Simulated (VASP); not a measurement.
# Mg6FeNi (P-6m2) in VASP: reference runs

How does Mg6FeNi come out in PBE? The cell is run as given and disturbed.

Everything below comes from runs of VASP 6.6.1. Logs are shortened: lines on timing, memory, paths and dates and some standing lists are left out, and cuts for length are marked.

## (1) The structure

The structure is hexagonal, space group P-6m2 (No. 187). The conventional cell has a = 5.995 Å, b = 5.995 Å, c = 4.745 Å, α = 90.00°, β = 90.00°, γ = 120.00°. Ni (site symmetry -6m2) has 12 Mg at 2.90 to 3.00 Å as nearest neighbours. Fe (site symmetry -6m2) is surrounded by 12 Mg at 2.89 to 3.00 Å. Around Mg (site symmetry mm2) lie 8 Mg at 2.86 to 3.14 Å and 2 Fe at 2.89 Å and 2 Ni at 3.00 Å. Mg (site symmetry mm2) has 8 Mg at 2.88 to 3.12 Å and 2 Ni at 2.90 Å and 2 Fe at 3.00 Å as nearest neighbours.

The cell comes from a database or a generator and needn't be the stable form of this composition.

## (2) Single point, PBE, collinear spin, ferromagnetic start

INCAR reads:

```
SYSTEM = Mg6FeNi
ALGO = Normal ; EDIFF = 1E-7
ENCUT = 520 ; GGA = PE
ISIF = 2 ; ISMEAR = -1
ISPIN = 2 ; LASPH = .TRUE.
LCHARG = .FALSE. ; LMAXMIX = 4
LORBIT = 11 ; LREAL = .FALSE.
LWAVE = .FALSE. ; MAGMOM = 1 3 0 0 0 0 0 0
NBANDS = 29 ; NELM = 150
PREC = Accurate ; SIGMA = 0.05
```

KPOINTS reads:

```
k-points
0
G
  5 5 6
  0 0 0
```

POSCAR reads:

```
Mg6FeNi
1.0
    5.9952918484      0.0000000000      0.0000000000
   -2.9976459242      5.1920750438      0.0000000000
    0.0000000000      0.0000000000      4.7446870000
Ni Fe Mg
1 1 6
Direct
    0.3333333333      0.6666666667      0.5000000000
    0.0000000000      0.0000000000      0.0000000000
    0.8409940000      0.1590060000      0.5000000000
    0.3180120000      0.1590060000      0.5000000000
    0.8409940000      0.6819880000      0.5000000000
    0.4933055000      0.5066945000      0.0000000000
    0.0133890000      0.5066945000      0.0000000000
    0.4933055000      0.9866110000      0.0000000000
```

Potentials or basis: VASP PAW PBE potentials, release 64 (Ni, Fe, Mg).

Command:

```console
> cat potpaw_PBE.64/Ni/POTCAR potpaw_PBE.64/Fe/POTCAR potpaw_PBE.64/Mg/POTCAR > POTCAR
> mpirun -np 1 vasp_std > vasp.out
```

OUTCAR:

```text
SYSTEM = Mg6FeNi
   EDIFF = 1E-7
   ENCUT = 520
   GGA = PE
   ISIF = 2
   ISMEAR = -1
   ISPIN = 2
   LASPH = .TRUE.
   LORBIT = 11
   LREAL = .FALSE.
   NELM = 150
   PREC = Accurate

 ion  position               nearest neighbor table
   1  0.333  0.667  0.500-   8 2.90   8 2.90   7 2.90   7 2.90   6 2.90   6 2.90   4 3.00   5 3.00
                             3 3.00   3 3.00   4 3.00   5 3.00
   2  0.000  0.000  0.000-   5 2.89   5 2.89   3 2.89   3 2.89   4 2.89   4 2.89   6 3.00   7 3.00
                             7 3.00   6 3.00   8 3.00   8 3.00
   3  0.841  0.159  0.500-   5 2.86   4 2.86   2 2.89   2 2.89   7 2.98   7 2.98   8 2.98   8 2.98
                             1 3.00   1 3.00   5 3.14   4 3.14
   4  0.318  0.159  0.500-   5 2.86   3 2.86   2 2.89   2 2.89   6 2.98   6 2.98   8 2.98   8 2.98
                             1 3.00   1 3.00   5 3.14   3 3.14
   5  0.841  0.682  0.500-   3 2.86   4 2.86   2 2.89   2 2.89   7 2.98   7 2.98   6 2.98   6 2.98
                             1 3.00   1 3.00   3 3.14   4 3.14
   6  0.493  0.507  0.000-   8 2.88   7 2.88   1 2.90   1 2.90   4 2.98   4 2.98   5 2.98   5 2.98
                             2 3.00   2 3.00   8 3.12   7 3.12
   7  0.013  0.507  0.000-   8 2.88   6 2.88   1 2.90   1 2.90   3 2.98   3 2.98   5 2.98   5 2.98
                             2 3.00   2 3.00   8 3.12   6 3.12
   8  0.493  0.987  0.000-   6 2.88   7 2.88   1 2.90   1 2.90   4 2.98   4 2.98   3 2.98   3 2.98
                             2 3.00   2 3.00   6 3.12   7 3.12

  LATTYP: Found a hexagonal cell.
 ALAT       =     5.9952918484
 C/A-ratio  =     0.7914021736

  Lattice vectors:

 A1 = (   5.9952918484,   0.0000000000,   0.0000000000)
 A2 = (  -2.9976459242,   5.1920750438,   0.0000000000)
 A3 = (   0.0000000000,   0.0000000000,   4.7446870000)

Analysis of symmetry for initial positions (statically):
=====================================================================
 Subroutine PRICEL returns:
 Original cell was already a primitive cell.

 Routine SETGRP: Setting up the symmetry group for a
 hexagonal supercell.

 Subroutine GETGRP returns: Found 12 space group operations
 (whereof 12 operations were pure point group operations)
 out of a pool of 24 trial point group operations.

The static configuration has the point symmetry D_3h.

Analysis of symmetry for dynamics (positions and initial velocities):
=====================================================================
 Subroutine PRICEL returns:
 Original cell was already a primitive cell.

 Routine SETGRP: Setting up the symmetry group for a
 hexagonal supercell.

 Subroutine GETGRP returns: Found 12 space group operations
 (whereof 12 operations were pure point group operations)
 out of a pool of 24 trial point group operations.

The dynamic configuration has the point symmetry D_3h.

[... 167 lines left out ...]

 E-fermi :   3.4665     XC(G=0):  -9.4933

 val. band max:        3.4640602197   @ k =   0.4000   0.0000   0.3333
 cond. band min:       3.4670799988   @ k =   0.2000   0.2000   0.5000
 fundamental gap:      0.0030197791
 Fermi energy:         3.4665106550

 spin component 1

 k-point     1 :       0.0000    0.0000    0.0000
  band No.  band energies     occupation
      1      -3.7890      1.00000
      2       0.5289      1.00000
      3       0.7939      1.00000
      4       0.7939      1.00000
      5       1.1280      1.00000
      6       1.1435      1.00000
[... 589 lines left out ...]
     26       9.6920      0.00000
     27      10.2747      0.00000
 Fermi energy:         3.4665106550

 spin component 2

 k-point     1 :       0.0000    0.0000    0.0000
  band No.  band energies     occupation
      1      -3.7823      1.00000
      2       0.9228      1.00000
      3       1.2204      1.00000
      4       1.2204      1.00000
      5       1.2858      1.00000
      6       1.5515      1.00000
[... 589 lines left out ...]
     26       9.8121      0.00000
     27      10.3210      0.00000
 [bands above 27 left out]

------------------------ aborting loop because EDIFF is reached ----------------------------------------

  FORCE on cell =-STRESS in cart. coord.  units (eV):
  Direction    XX          YY          ZZ          XY          YZ          ZX
  --------------------------------------------------------------------------------------
  -------------------------------------------------------------------------------------
  Total       -0.7249982     -0.7249982     -0.4317280      0.0000000      0.0000000     -0.0000000
  in kB       -7.8648176     -7.8648176     -4.6834075      0.0000000      0.0000000     -0.0000000
  external PRESSURE =      -6.8043476 kB  Pullay stress =       0.0000000 kB

 VOLUME and BASIS-vectors are now :
 -----------------------------------------------------------------------------
  energy-cutoff  :      520.00
  volume of cell :      147.69
      direct lattice vectors                 reciprocal lattice vectors
     5.995291848  0.000000000  0.000000000     0.166797551  0.096300611  0.000000000
    -2.997645924  5.192075044  0.000000000     0.000000000  0.192601222  0.000000000
     0.000000000  0.000000000  4.744687000     0.000000000  0.000000000  0.210762059

 POSITION                                       TOTAL-FORCE (eV/Angst)
 -----------------------------------------------------------------------------------
     -0.00000      3.46138      2.37234         0.000000     -0.000000      0.000000
      0.00000      0.00000      0.00000         0.000000     -0.000000      0.000000
      4.56536      0.82557      2.37234        -0.062861      0.036293      0.000000
      1.42993      0.82557      2.37234         0.062861      0.036293      0.000000
      2.99765      3.54093      2.37234         0.000000     -0.072585     -0.000000
      1.43862      2.63080      0.00000        -0.041778      0.024121     -0.000000
     -1.43862      2.63080      0.00000         0.041778      0.024121     -0.000000
     -0.00000      5.12256      0.00000         0.000000     -0.048241      0.000000
 -----------------------------------------------------------------------------------
    total drift:                                0.000000     -0.000000     -0.000000

  FREE ENERGIE OF THE ION-ELECTRON SYSTEM (eV)
  ---------------------------------------------------
  free  energy   TOTEN  =       -21.8977257263 eV

  energy  without entropy=      -21.8258039711  energy(sigma->0) =      -21.86176485

 total charge

# of ion       s       p       d       tot
------------------------------------------
    1        0.418   0.246   8.384   9.048
    2        0.407   0.268   6.177   6.852
    3        0.210   0.151   0.018   0.379
    4        0.210   0.151   0.018   0.379
    5        0.210   0.151   0.018   0.379
    6        0.208   0.152   0.018   0.377
    7        0.208   0.152   0.018   0.377
    8        0.208   0.152   0.018   0.377
--------------------------------------------------
tot          2.077   1.422  14.670  18.169

 magnetization (x)

# of ion       s       p       d       tot
------------------------------------------
    1        0.016   0.007   0.019   0.042
    2        0.032   0.015   2.468   2.515
    3       -0.005  -0.004  -0.001  -0.010
    4       -0.005  -0.004  -0.001  -0.010
    5       -0.005  -0.004  -0.001  -0.010
    6       -0.005  -0.007  -0.000  -0.012
    7       -0.005  -0.007  -0.000  -0.012
    8       -0.005  -0.007  -0.000  -0.012
--------------------------------------------------
tot          0.017  -0.010   2.484   2.492
```

stdout:

```text
POSCAR found type information on POSCAR NiFeMg
 POSCAR found :  3 types and       8 ions
 scaLAPACK will be used
 LDA part: xc-table for (Slater+PW92), standard interpolation
 POSCAR, INCAR and KPOINTS ok, starting setup
 FFT: planning ... GRIDC
 FFT: planning ... GRID_SOFT
 FFT: planning ... GRID
 WAVECAR not read
 entering main loop
```

Run time: 6.1 min. Hardware: 1 thread of Intel Xeon Platinum 8259CL at 2.50GHz (Skylake/Cascade Lake), shared host; peak memory 0.42 GiB.

What came out:

```
Free energy                                           : -21.8977 eV
Pressure                                              : -0.7 GPa
Largest force                                         : 0.073 eV/Å
Band gap on the k mesh                                : none (metal or under the smearing width)
Net moment                                            : 2.39 μB per cell
Site moments                                          : Ni +0.04; Fe +2.52; Mg -0.01 μB
Valence electrons inside the program's atomic spheres : Ni 9.05; Fe 6.85; Mg 0.38
```

Forces in eV/Å, atoms in the order of the input:
```
Ni   0.000  0.000  0.000
Fe   0.000  0.000  0.000
Mg  -0.063  0.036  0.000
Mg   0.063  0.036  0.000
Mg   0.000 -0.073  0.000
Mg  -0.042  0.024  0.000
Mg   0.042  0.024  0.000
Mg   0.000 -0.048  0.000
```

(Part 1 of 2 ends here.)
